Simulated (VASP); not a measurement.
Calculation: r2SCAN meta-GGA, VASP's PBE PAW potentials (set 64) (plane waves; VASP).

A VASP calculation is set up with these files.

**INCAR**
```
SYSTEM = Ag
PREC = Accurate
ENCUT = 400
EDIFF = 1E-7
NELM = 100
ALGO = Normal
LREAL = .FALSE.
LASPH = .TRUE.
ISMEAR = -5
METAGGA = R2SCAN
LMIXTAU = .TRUE.
LMAXMIX = 4
LWAVE = .FALSE.
LCHARG = .FALSE.
LORBIT = 11
NEDOS = 601
ISIF = 2
```

KPOINTS:
```
Automatic mesh
0
Gamma
16 16 9
0 0 0
```

### POSCAR
```
Ag
1
    2.8887885703     0.0000000000    -0.0000000000
   -1.4443942852     2.5017642519     0.0000000000
    0.0000000000     0.0000000000     4.7801188604
Ag
2
Direct
  0.3333330000   0.6666670000   0.2500000000
  0.6666670000   0.3333330000   0.7500000000
```

KPOINTS_OPT:
```
k-points along high-symmetry lines
6
Line-mode
Reciprocal
  0.000000   0.000000   0.000000 ! GAMMA
  0.500000   0.000000   0.000000 ! M

  0.500000   0.000000   0.000000 ! M
  0.333333   0.333333   0.000000 ! K

  0.333333   0.333333   0.000000 ! K
  0.000000   0.000000   0.000000 ! GAMMA

  0.000000   0.000000   0.000000 ! GAMMA
  0.000000   0.000000   0.500000 ! A

  0.000000   0.000000   0.500000 ! A
  0.500000   0.000000   0.500000 ! L

  0.500000   0.000000   0.500000 ! L
  0.333333   0.333333   0.500000 ! H

  0.333333   0.333333   0.500000 ! H
  0.000000   0.000000   0.500000 ! A

  0.500000   0.000000   0.500000 ! L
  0.500000   0.000000   0.000000 ! M

  0.333333   0.333333   0.500000 ! H
  0.333333   0.333333   0.000000 ! K
```

POTCAR, in this order: Ag (PBE.64 set). Program: vasp_std.

What VASP printed:

**OSZICAR**
```
       N       E                     dE             d eps       ncg     rms          rms(c)
DAV:   1     0.621518634307E+02    0.62152E+02   -0.10552E+04  4532   0.122E+03
DAV:   2    -0.484605107344E+02   -0.11061E+03   -0.10699E+03  4738   0.269E+02
DAV:   3    -0.496350532816E+02   -0.11745E+01   -0.11731E+01  5550   0.337E+01
DAV:   4    -0.496389374316E+02   -0.38842E-02   -0.38837E-02  5333   0.172E+00
DAV:   5    -0.496389851252E+02   -0.47694E-04   -0.47688E-04  5725   0.203E-01    0.832E+00
DAV:   6    -0.434038485290E+02    0.62351E+01   -0.83204E+00  4584   0.357E+01    0.684E+00
DAV:   7    -0.427020189648E+02    0.70183E+00   -0.21309E-01  4962   0.549E+00    0.360E+00
DAV:   8    -0.427191943630E+02   -0.17175E-01   -0.36625E-01  4682   0.666E+00    0.136E+00
DAV:   9    -0.426532451173E+02    0.65949E-01   -0.58902E-02  4983   0.308E+00    0.671E-01
DAV:  10    -0.425545409245E+02    0.98704E-01   -0.31125E-02  5039   0.179E+00    0.561E-01
DAV:  11    -0.426631637707E+02   -0.10862E+00   -0.34308E-02  4598   0.221E+00    0.242E-01
DAV:  12    -0.427061824123E+02   -0.43019E-01   -0.19598E-02  4892   0.134E+00    0.319E-01
DAV:  13    -0.427085826382E+02   -0.24002E-02   -0.20958E-03  5711   0.402E-01    0.259E-01
DAV:  14    -0.427083044309E+02    0.27821E-03   -0.53026E-05  5046   0.706E-02    0.263E-01
DAV:  15    -0.427079687362E+02    0.33569E-03   -0.13056E-03  5354   0.389E-01    0.128E-01
DAV:  16    -0.427078809322E+02    0.87804E-04   -0.68236E-04  5340   0.294E-01    0.610E-03
DAV:  17    -0.427078922212E+02   -0.11289E-04   -0.12278E-05  4969   0.344E-02    0.112E-02
DAV:  18    -0.427078964255E+02   -0.42043E-05   -0.97253E-07  5123   0.117E-02    0.299E-03
DAV:  19    -0.427078956171E+02    0.80833E-06   -0.50534E-07  4948   0.803E-03    0.348E-04
DAV:  20    -0.427078962428E+02   -0.62564E-06   -0.15973E-07  3879   0.452E-03    0.378E-04
DAV:  21    -0.427078961828E+02    0.59960E-07   -0.25945E-08  2495   0.147E-03
   1 F= -.42707896E+02 E0= -.42707896E+02  d E =0.000000E+00
       N       E                     dE             ncg
```

**OUTCAR**
```
------------------------ aborting loop because EDIFF is reached ----------------------------------------
  FORCE on cell =-STRESS in cart. coord.  units (eV):
  Direction    XX          YY          ZZ          XY          YZ          ZX
  --------------------------------------------------------------------------------------
  Total        0.0717082      0.0717082     -0.1275548     -0.0000000      0.0000000      0.0000000
  in kB        3.3256652      3.3256651     -5.9157034     -0.0000000      0.0000000      0.0000000
  external PRESSURE =       0.2452089 kB  Pullay stress =       0.0000000 kB
  volume of cell :       34.55
      direct lattice vectors                 reciprocal lattice vectors
     2.888788570  0.000000000  0.000000000     0.346165867  0.199858959  0.000000000
    -1.444394285  2.501764252  0.000000000     0.000000000  0.399717919  0.000000000
     0.000000000  0.000000000  4.780118860     0.000000000  0.000000000  0.209199819
 POSITION                                       TOTAL-FORCE (eV/Angst)
 -----------------------------------------------------------------------------------
     -0.00000      1.66784      1.19503         0.000000     -0.000000      0.000000
      1.44440      0.83392      3.58509        -0.000000      0.000000      0.000000
 -----------------------------------------------------------------------------------
    total drift:                                0.000036     -0.000021      0.000078
  FREE ENERGIE OF THE ION-ELECTRON SYSTEM (eV)
  ---------------------------------------------------
  free  energy   TOTEN  =       -42.7078961828 eV

  energy  without entropy=      -42.7078961828  energy(sigma->0) =      -42.70789618

 total charge

# of ion       s       p       d       tot
------------------------------------------
    1        0.442   0.289   9.180   9.911
    2        0.442   0.289   9.180   9.911
--------------------------------------------------
tot          0.884   0.578  18.359  19.821
```
(Selected blocks of OUTCAR.)

For a metal the tetrahedron method with Blöchl corrections gives inexact stress and forces.

The structure comes from a computed database's Ag entry (P6_3/mmc); how it stands against other phases isn't given here. It was relaxed first.
